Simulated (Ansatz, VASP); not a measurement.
## Cross-check of H3C2 between VASP and Ansatz

Wanted: the spread between two codes on one cell, functional and k mesh. The cell is taken from a series of runs on this material, whose earlier steps may have relaxed, scaled, displaced or heated it; both programs get it as it stands.

Calculated with Ansatz 0.2.0; plane waves, with VASP 6.6.1 beside it; single point at PBE.

## (1) Set-up

It takes space group C2/m (No. 12, monoclinic). The conventional cell has a = 7.159 Å, b = 6.455 Å, c = 4.078 Å, α = 90.00°, β = 101.05°, γ = 90.00°. C has 3 H at 1.07 to 1.09 Å and 1 C at 1.47 Å nearest. Nearest to C lie 2 C at 1.20 to 1.47 Å. H has 1 C at 1.07 Å nearest. H has 1 C at 1.09 Å nearest. Farther neighbours are not listed.

As a file:

```xyz
10
Lattice="3.5794 -3.2276 0.0000 3.5794 3.2276 0.0000 -0.7819 0.0000 4.0025" Properties=species:S:1:pos:R:3 pbc="T T T"
C     4.6409    0.0000    2.8778
C     1.7361    0.0000    1.1247
C     5.8792    0.0000    3.6667
C     0.4978    0.0000    0.3358
H     2.3359   -0.8663    0.9130
H     4.0411   -0.8663    3.0895
H     4.0411    0.8663    3.0895
H     2.3359    0.8663    0.9130
H     4.8722    0.0000    1.8111
H     1.5048    0.0000    2.1914
```

## (2) VASP: single point, PBE

With cell and atoms fixed, the geometry can't cause a difference; cores, projectors, grids and the points listed under the comparison can.

Lines of VASP's logs that name or quote its potential files are left out, and so is its time.

File INCAR:

```
SYSTEM = H3C2
PREC = Accurate
ENCUT = 600
EDIFF = 1E-06
NELM = 120
ISMEAR = -1
SIGMA = 0.05
LREAL = .FALSE.
ALGO = Normal
GGA = PE
NBANDS = 21
LORBIT = 11
LWAVE = .FALSE.
LCHARG = .FALSE.
ISIF = 2
LASPH = .TRUE.
GGA_COMPAT = .FALSE.
EFERMI = MIDGAP
KPAR = 2
```

File POSCAR:

```
H3C2
1.0
    3.5794450000     -3.2276450000      0.0000000000
    3.5794450000      3.2276450000      0.0000000000
   -0.7818911305      0.0000000000      4.0025240002
C H
4 6
Direct
    0.7268000000      0.7268000000      0.7190000000
    0.2732000000      0.2732000000      0.2810000000
    0.9213000000      0.9213000000      0.9161000000
    0.0787000000      0.0787000000      0.0839000000
    0.4854000000      0.2170000000      0.2281000000
    0.7830000000      0.5146000000      0.7719000000
    0.5146000000      0.7830000000      0.7719000000
    0.2170000000      0.4854000000      0.2281000000
    0.7300000000      0.7300000000      0.4525000000
    0.2700000000      0.2700000000      0.5475000000
```

File KPOINTS:

```
Automatic mesh
0
Gamma
5 5 6
0 0 0
```

PAW data sets: C and H (PBE family, release 64).

On the command line:

```console
> mpirun -np 2 vasp_std
```

Numbers of over 12 decimals in the logs are rounded to 6 here.

Log:

```text
[banner, memory and clock lines left out]
running    2 mpi-ranks, on    1 nodes
 distrk:  each k-point on    1 cores,    2 groups
 distr:  one band on    1 cores,    1 groups

 POSCAR found type information on POSCAR C H
 POSCAR found :  2 types and      10 ions
 LDA part: xc-table for (Slater+PW92), standard interpolation
 POSCAR, INCAR and KPOINTS ok, starting setup
 FFT: planning ... GRIDC
 FFT: planning ... GRID_SOFT
 FFT: planning ... GRID
 WAVECAR not read
 entering main loop
       N       E                     dE             d eps       ncg     rms          rms(c)
DAV:   1     0.547412513827E+02    0.54741E+02   -0.10173E+04  2016   0.981E+02
DAV:   2    -0.558861293625E+02   -0.11063E+03   -0.10690E+03  2468   0.189E+02
DAV:   3    -0.632648796924E+02   -0.73788E+01   -0.73362E+01  2655   0.466E+01
DAV:   4    -0.633543615456E+02   -0.89482E-01   -0.89426E-01  2576   0.609E+00
DAV:   5    -0.633553527586E+02   -0.99121E-03   -0.99112E-03  2715   0.609E-01    0.133E+01
DAV:   6    -0.576418585829E+02    0.57135E+01   -0.71272E+00  2391   0.141E+01    0.677E+00
DAV:   7    -0.566946107100E+02    0.94725E+00   -0.29628E+00  2655   0.920E+00    0.307E+00
DAV:   8    -0.566527999333E+02    0.41811E-01   -0.21766E-01  2306   0.259E+00    0.415E-01
DAV:   9    -0.566506919871E+02    0.21079E-02   -0.26033E-02  2489   0.902E-01    0.184E-01
DAV:  10    -0.566521205714E+02   -0.14286E-02   -0.29781E-03  2286   0.346E-01    0.711E-02
DAV:  11    -0.566524419102E+02   -0.32134E-03   -0.47233E-04  2504   0.161E-01    0.582E-02
DAV:  12    -0.566524402871E+02    0.16231E-05   -0.18862E-04  2546   0.737E-02    0.138E-02
DAV:  13    -0.566524462587E+02   -0.59716E-05   -0.20523E-05  2299   0.322E-02    0.413E-03
DAV:  14    -0.566524462090E+02    0.49712E-07   -0.19081E-06  2450   0.943E-03
   1 F= -.56652446E+02 E0= -.56652446E+02  d E =-.743470E-23
```

From OUTCAR (step 2):

```text
ion  position               nearest neighbor table
   1  0.727  0.727  0.719-   6 1.07   7 1.07   9 1.09   3 1.47
   2  0.273  0.273  0.281-   5 1.07   8 1.07  10 1.09   4 1.47
   3  0.921  0.921  0.916-   4 1.20   1 1.47
   4  0.079  0.079  0.084-   3 1.20   2 1.47
   5  0.485  0.217  0.228-   2 1.07
   6  0.783  0.515  0.772-   1 1.07
   7  0.515  0.783  0.772-   1 1.07
   8  0.217  0.485  0.228-   2 1.07
   9  0.730  0.730  0.453-   1 1.09
  10  0.270  0.270  0.547-   2 1.09

  LATTYP: Found a base centered monoclinic cell.
 ALAT       =     7.1588900000
 B/A-ratio  =     0.9017166069
 C/A-ratio  =     0.5696665265
 COS(beta)  =    -0.1917255076

 Subroutine GETGRP returns: Found  4 space group operations
 (whereof  4 operations were pure point group operations)

The static configuration has the point symmetry C_2h.

 Found     48 irreducible k-points:

   k-points           NKPTS =     48   k-points in BZ     NKDIM =     48   number of bands    NBANDS=     21

   dimension x,y,z NGX =    40 NGY =   40 NGZ =   36
   dimension x,y,z NGXF=    80 NGYF=   80 NGZF=   72

   ENCUT  =  600.0 eV  44.10 Ry    6.64 a.u.   9.63  9.63  8.15*2*pi/ulx,y,z

   NELECT =      22.0000    total number of electrons

 k-points in reciprocal lattice and weights: Automatic mesh
   0.00000000  0.00000000  0.00000000       0.007
   0.20000000 -0.00000000  0.00000000       0.027
   0.40000000 -0.00000000 -0.00000000       0.027
   0.20000000  0.20000000  0.00000000       0.013
   0.40000000  0.20000000 -0.00000000       0.027
  -0.40000000  0.20000000  0.00000000       0.027
  -0.20000000  0.20000000  0.00000000       0.013
   0.40000000  0.40000000 -0.00000000       0.013
  -0.40000000  0.40000000  0.00000000       0.013
[...]
0.40000000  0.40000000  0.50000000       0.013
  -0.40000000  0.40000000  0.50000000       0.013

 average (electrostatic) potential at core
       1 -54.6668       2 -54.6668       3 -54.4744       4 -54.4744       5 -38.1003
       6 -38.1003       7 -38.1003       8 -38.1003       9 -37.9651      10 -37.9651

 E-fermi :   0.8222

 k-point     1 :       0.0000    0.0000    0.0000
  band No.  band energies     occupation
    ...
      7      -5.8543      2.00000
      8      -5.8123      2.00000
      9      -5.7814      2.00000
     10      -2.8809      2.00000
     11      -2.4689      2.00000
     12       3.3147      0.00000
     13       4.3108      0.00000
     14       5.2162      0.00000
     15       6.7404      0.00000
     16       7.8218      0.00000
    ...

 k-point     2 :       0.2000   -0.0000    0.0000
  band No.  band energies     occupation
    ...
      7      -5.9364      2.00000
      8      -5.8607      2.00000
      9      -5.7937      2.00000
     10      -2.6548      2.00000
     11      -2.3339      2.00000
     12       3.6220      0.00000
     13       4.1416      0.00000
     14       4.9807      0.00000
     15       6.5164      0.00000
     16       7.6229      0.00000
    ...

 k-point     3 :       0.4000   -0.0000   -0.0000
  band No.  band energies     occupation
    ...
      7      -6.1726      2.00000
      8      -5.8855      2.00000
      9      -5.7952      2.00000
     10      -2.4723      2.00000
     11      -1.9256      2.00000
     12       3.7918      0.00000
     13       4.1841      0.00000
     14       4.9058      0.00000
     15       5.8945      0.00000
     16       7.3413      0.00000
    ...

  Total        1.8766506      2.9542337      1.4782491      0.0000000      0.0000000     -0.1427964
  in kB       32.5108719     51.1787919     25.6090115      0.0000000      0.0000000     -2.4737872
  external PRESSURE =      36.4328918 kB  Pullay stress =       0.0000000 kB

  energy-cutoff  :      600.00
  volume of cell :       92.48
      direct lattice vectors                 reciprocal lattice vectors
     3.579445000 -3.227645000  0.000000000     0.139686460 -0.154911708  0.027287682
     3.579445000  3.227645000  0.000000000     0.139686460  0.154911708  0.027287682
    -0.781891131  0.000000000  4.002524000     0.000000000  0.000000000  0.249842349

 POSITION                                       TOTAL-FORCE (eV/Angst)
 -----------------------------------------------------------------------------------
      4.64090      0.00000      2.87781         1.144999     -0.000000      0.073559
      1.73610      0.00000      1.12471        -1.144999     -0.000000     -0.073559
      5.87919      0.00000      3.66671        -1.551509     -0.000000     -0.928587
      0.49780      0.00000      0.33581         1.551509     -0.000000      0.928587
      2.33585     -0.86630      0.91298         0.418072     -0.721060     -0.163687
      4.04115     -0.86630      3.08955        -0.418072     -0.721060      0.163687
      4.04115      0.86630      3.08955        -0.418072      0.721060      0.163687
      2.33585      0.86630      0.91298         0.418072      0.721060     -0.163687
      4.87218      0.00000      1.81114         0.047216     -0.000000     -0.217285
      1.50481      0.00000      2.19138        -0.047216     -0.000000      0.217285
 -----------------------------------------------------------------------------------
    total drift:                                0.000000     -0.000000     -0.000000

  FREE ENERGIE OF THE ION-ELECTRON SYSTEM (eV)
  ---------------------------------------------------
  free  energy   TOTEN  =       -56.6524462090 eV

  energy  without entropy=      -56.6524462090  energy(sigma->0) =      -56.65244621

 total charge
# of ion       s       p       d       tot
------------------------------------------
    1        0.838   1.838   0.000   2.676
    2        0.838   1.838   0.000   2.676
    3        0.899   1.773   0.000   2.673
    4        0.899   1.773   0.000   2.673
    5        0.653   0.051   0.000   0.704
    6        0.653   0.051   0.000   0.704
    7        0.653   0.051   0.000   0.704
    8        0.653   0.051   0.000   0.704
    9        0.640   0.047   0.000   0.687
   10        0.640   0.047   0.000   0.687
--------------------------------------------------
tot          7.367   7.519   0.000  14.887

[... 3 further parts left out ...]
```

The run ends at a pressure of 3.64 GPa, with forces up to 1.8 eV/Å.

## (3) Ansatz: single point, PBE

Ansatz runs on its default PAW (the set named soft_2) files.

The same cell, functional, mesh and smearing now go to Ansatz, which takes its cutoff from its data sets.

File input.yaml:

```yaml
crystal:
  lattice:
    - [3.579445, -3.227645, 0.0]
    - [3.579445, 3.227645, 0.0]
    - [-0.7818911305, 0.0, 4.0025240002]
  atoms:
    - { symbol: C, position: [0.7268, 0.7268, 0.719] }
    - { symbol: C, position: [0.2732, 0.2732, 0.281] }
    - { symbol: C, position: [0.9213, 0.9213, 0.9161] }
    - { symbol: C, position: [0.0787, 0.0787, 0.0839] }
    - { symbol: H, position: [0.4854, 0.217, 0.2281] }
    - { symbol: H, position: [0.783, 0.5146, 0.7719] }
    - { symbol: H, position: [0.5146, 0.783, 0.7719] }
    - { symbol: H, position: [0.217, 0.4854, 0.2281] }
    - { symbol: H, position: [0.73, 0.73, 0.4525] }
    - { symbol: H, position: [0.27, 0.27, 0.5475] }
kpoints:
  mp_grid: { grid: [5, 5, 6] }
  band_path:
    path:
      - [[0.0, 0.0, 0.0], [0.43696511, 0.43696511, -0.62541379], [0.39427214, 0.39427214, -0.64605145], [0.5, 0.5, -0.5], [0.60999345, 0.39000655, -0.5]]
      - [[0.39000655, -0.39000655, 0.5], [0.0, 0.0, 0.5], [0.47965808, 0.47965808, 0.39522387], [0.60572786, 0.60572786, -0.35394855]]
      - [[0.52034192, -0.47965808, -0.39522387], [0.56303489, -0.43696511, -0.37458621], [0.5, -0.5, 0.0], [0.0, 0.0, 0.0], [0.5, 0.0, -0.5]]
      - [[0.5, 0.0, 0.0], [0.0, 0.0, 0.0]]
    npoints: 5
scf:
  occupations: { method: fermi_dirac, width: 0.05 }
  n_extra_bands: 14
hamiltonian:
  xc: pbe
  pseudopotentials: { kind: paw }
output:
  forces: true
  stress: true
  populations: true
  write_bands: true
```

On the command line:

```console
> ansatz run input.yaml --threads 4 --pin off --max-ram 8192MiB --backend cpu --events-out ev --progress --plain --runs-dir out
```

Log:

```text
scf.n_extra_bands = 14 over 11 filled bands (N_el = 22.0): the run solves 25 bands
Engine: ansatz 0.2.0, x86_64-unknown-linux-gnu
Pseudopotentials: kind: paw
Pseudopotential: C, paw, valence charge 4, recommended cutoff 420 eV (normal), C.paw.azcp
Pseudopotential: H, paw, valence charge 1, recommended cutoff 420 eV (normal), H.paw.azcp
Functional definition: PBE
  parameter kappa = 0.804
  parameter beta = 0.066725
  exchange = pbe_x(kappa = kappa, mu = beta*pi^2/3)
  correlation = pbe_c(beta = beta)
Crystal: 10 atoms, lattice volume = 92.484 Å³
Basis set: ecut = 420 eV, 1795 PW (Γ), exchange–correlation on 72×72×60 points (8 copies of the dense FFT grid, shifted against one another)
Bands: 25, of which v1, the nominal top of the filled ones, is band 11 counted from 1 (10 counted from 0)
Symmetry: 4 space group operations
Space group: C2/m (ITA 12), of the structure as read, at distance tolerance 4.5e-5 Å
k-points: 48 of 150
Non-local potential: C, projectors of the file, l = 0: 2, l = 1: 2, l = 2: 1
Non-local potential: H, projectors of the file, l = 0: 2, l = 1: 1
PAW form: soft (Blöchl's): semilocal exchange-correlation on the pseudo side does not see the compensation charge
PAW one-centre angular grid: C, 110 points (default); XC on 64 Gauss nodes
PAW one-centre angular grid: H, 110 points (default); XC on 64 Gauss nodes
Initial density: superposition of atomic densities (neutral atoms: chi_scale 0, normalization atom), corrected by the library's trained network
Initial wavefunctions: pseudopotential atomic-orbital guess
Functional: x = pbe(κ = 0.804, μ = 0.219515), c = pbe(β = 0.066725)
SCF iter   1: F=—  HF=-1098.450250 eV  |F-HF|=—  |Δ(HF+E_count)|=         —  Δρ=6.32e-3  dr2=8.67e-2  ethr=1.77e-3  ⟨swp⟩=6.1  Hψ=6153  notcnv=0  defer=54
preconditioner: auto → none  [insulator: Δε(μ)=5.205 eV  Ē_g=16.481 eV  σ=0.050 eV  W_gap=1.00  n_scr=16 (ndim 8)  ℏωp=18.1 eV  f_vac=0.040  D(μ)=0.00/eV (n_scr^D=0)  ε∞_Penn≈2.2]
SCF iter   2: F=—  HF=-1098.428538 eV  |F-HF|=—  |Δ(HF+E_count)|=   2.17e-2  Δρ=4.16e-3  dr2=1.16e-2  ethr=3.94e-4  ⟨swp⟩=2.0  Hψ=1991  notcnv=0  defer=359
SCF iter   3: F=—  HF=-1098.428443 eV  |F-HF|=—  |Δ(HF+E_count)|=   9.47e-5  Δρ=1.50e-3  dr2=1.43e-3  ethr=5.28e-5  ⟨swp⟩=2.0  Hψ=1515  notcnv=0  defer=359
SCF iter   4: F=—  HF=-1098.429591 eV  |F-HF|=—  |Δ(HF+E_count)|=   1.15e-3  Δρ=4.35e-4  dr2=1.38e-4  ethr=6.52e-6  ⟨swp⟩=2.8  Hψ=1401  notcnv=0  defer=359
SCF iter   5: F=—  HF=-1098.429663 eV  |F-HF|=—  |Δ(HF+E_count)|=   7.15e-5  Δρ=1.05e-4  dr2=4.45e-6  ethr=6.28e-7  ⟨swp⟩=2.0  Hψ=1250  notcnv=0  defer=359
SCF iter   6: F=—  HF=-1098.429673 eV  |F-HF|=—  |Δ(HF+E_count)|=   9.95e-6  Δρ=1.74e-5  dr2=1.46e-7  ethr=2.02e-8  ⟨swp⟩=2.0  Hψ=1364  notcnv=0  defer=359
SCF iter   7: F=-1098.429673 eV  HF=-1098.429673 eV  |F-HF|=1.94e-9  |Δ(HF+E_count)|=   1.92e-7  Δρ=2.57e-6  dr2=3.29e-9  ethr=4.55e-10  ⟨swp⟩=10.2  Hψ=6438  notcnv=0
SCF 1 converged in 7 iterations: F = -1098.429673 eV  dr2 = 3.29e-9
  greatest PAW one-centre occupation: 0.694 electrons in one spin orbital (limit 2), on the C atom at site 3 (counted from 0), in its partial waves of l = 0
NSCF: frozen V_eff on 64 k-points
SCF converged after 7 iterations
Free energy (F): -1098.429673 eV
Harris-Foulkes:  -1098.429673 eV  (|F-HF|=1.94e-9)
Internal energy: -1098.429673 eV  (E = F + TS)
E sigma→0 (E₀):  -1098.429673 eV
Fermi energy:    1.935861 eV
--- Per-component energies (eV) ---
  E_band       = -148.478476
  E_kinetic    = 446.185775
  E_local      = -978.902292  (includes V_loc(G=0)·N_el)
  E_nonlocal   = 121.023160
  E_hartree    = 300.670637
  E_xc         = -245.218767
  E_vxc        = -305.934375  (∫ρ·V_xc dr)
  E_paw        = -401.406555  (= ΣΔE_a)
  E_vpaw       = -32.183072  (= ΣTr[D̂ρ^β])
  E_aug_tail   = -0.008331  (compensation charges beyond the density's cutoff)
  E_ewald      = -340.773300
  E_smearing   = -0.000000  (= −TS)
  E_closure    = -0.000000  (closes the sum)
  Σ components = -1098.429673   (vs F -1098.429673, Δ=0.00e0)
--- Forces (eV/Å), atoms counted from 1 ---
  atom   1  C      1.13311456     0.00000000     0.06453197
  atom   2  C     -1.13311456     0.00000000    -0.06453197
  atom   3  C     -1.48496441    -0.00000000    -0.88506927
  atom   4  C      1.48496441     0.00000000     0.88506927
  atom   5  H      0.40871957    -0.70866893    -0.16115920
  atom   6  H     -0.40871957    -0.70866893     0.16115920
  atom   7  H     -0.40871957     0.70866893     0.16115920
  atom   8  H      0.40871957     0.70866893    -0.16115920
  atom   9  H      0.04402185    -0.00000000    -0.20060256
  atom  10  H     -0.04402185     0.00000000     0.20060256
  max |Σ_I F_I| component: 2.22e-16 eV/Å
--- Stress (GPa, compression-positive) ---
        3.298644      -0.000000      -0.302913
       -0.000000       5.250565       0.000000
       -0.302915       0.000000       2.651093
  P = ⅓ Tr σ = 3.7334 GPa (37.334 kbar)
--- Band table (eV; the first three rows and the last of 48) ---
  k-point 0: bands = [... 7 lower, -4.7805, -4.7485, -1.8412, -1.4291, 4.3503, 5.3486, 6.2536, 7.7776, ... 10 higher]
  k-point 1: bands = [... 7 lower, -4.9871, -4.8104, -1.7685, -1.2847, 4.7178, 5.5551, 5.9437, 8.0781, ... 10 higher]
  k-point 2: bands = [... 7 lower, -5.2411, -4.8976, -1.6144, -1.1155, 5.3447, 5.3964, 6.2888, 7.9003, ... 10 higher]
  k-point 47: bands = [... 7 lower, -5.1936, -4.9905, -0.7850, -0.6305, 5.7760, 5.9213, 7.3201, 7.3684, ... 10 higher]
--- Löwdin populations: 10 sites ---
  site symbol       q [e]
     0      C      4.4726
     1      C      4.4726
     2      C      4.0358
     3      C      4.0358
     4      H      0.7815
     5      H      0.7815
     6      H      0.7815
     7      H      0.7815
     8      H      0.7864
     9      H      0.7864
  spilling = 0.012919 (of n_electrons = 22.000000)
```

The column dr2 measures how far the density is from self-consistency, as an energy; F and HF (Harris–Foulkes) agree once it is small.

## (4) Differences

Known differences besides the potentials themselves: the cutoff is 420 eV in Ansatz and 600 eV in VASP. Total energies have different zeros and are not compared.

Both answers:

| quantity | Ansatz | VASP | difference |
| --- | --- | --- | --- |
| pressure (GPa) | 3.73 | 3.64 | +0.09 |
| gap on the k mesh (eV) | 4.981 | 4.985 | -0.004 |

Forces (eV/Å; atoms numbered as in POSCAR):

| atom | Ansatz x, y, z | VASP x, y, z |
| --- | --- | --- |
| C1 | 1.133, 0.000, 0.065 | 1.145, 0.000, 0.074 |
| C2 | -1.133, 0.000, -0.065 | -1.145, 0.000, -0.074 |
| C3 | -1.485, 0.000, -0.885 | -1.552, 0.000, -0.929 |
| C4 | 1.485, 0.000, 0.885 | 1.552, 0.000, 0.929 |
| H5 | 0.409, -0.709, -0.161 | 0.418, -0.721, -0.164 |
| H6 | -0.409, -0.709, 0.161 | -0.418, -0.721, 0.164 |
| H7 | -0.409, 0.709, 0.161 | -0.418, 0.721, 0.164 |
| H8 | 0.409, 0.709, -0.161 | 0.418, 0.721, -0.164 |
| H9 | 0.044, 0.000, -0.201 | 0.047, 0.000, -0.217 |
| H10 | -0.044, 0.000, 0.201 | -0.047, 0.000, 0.217 |

The forces differ by 22 meV/Å r.m.s., which is 3.5 % of the r.m.s. force of 0.637 eV/Å (both taken over all components). A gap on the mesh is an upper bound, since the band edges may lie between its points.

## (5) Outcome

| Property | Result |
| --- | --- |
| r.m.s. force difference (single point, PBE) | 3.5 % of the r.m.s. force |

What this shows: The r.m.s. force difference is 3.5 % of the r.m.s. force (single point, PBE), beyond the 3 % picked in this series as the mark of a large difference. What causes the difference of the single point, PBE pair stays open here. Such differences can come from data sets, numerical settings and the points named under the comparisons, not from the functional's error against experiment.

[Lines on the potential files, build, host, timing and source positions are cut from VASP's logs without a mark.]

[Logs are printed without paths, hosts, clocks, repeated set-up lines and the standing remarks that a program may print on its own settings, such as how far it seeks lower states.]

[Hosts, paths, dates, database ids (printed as entryN), source tags and the programs' standing remarks are cut or masked in the printed files.]
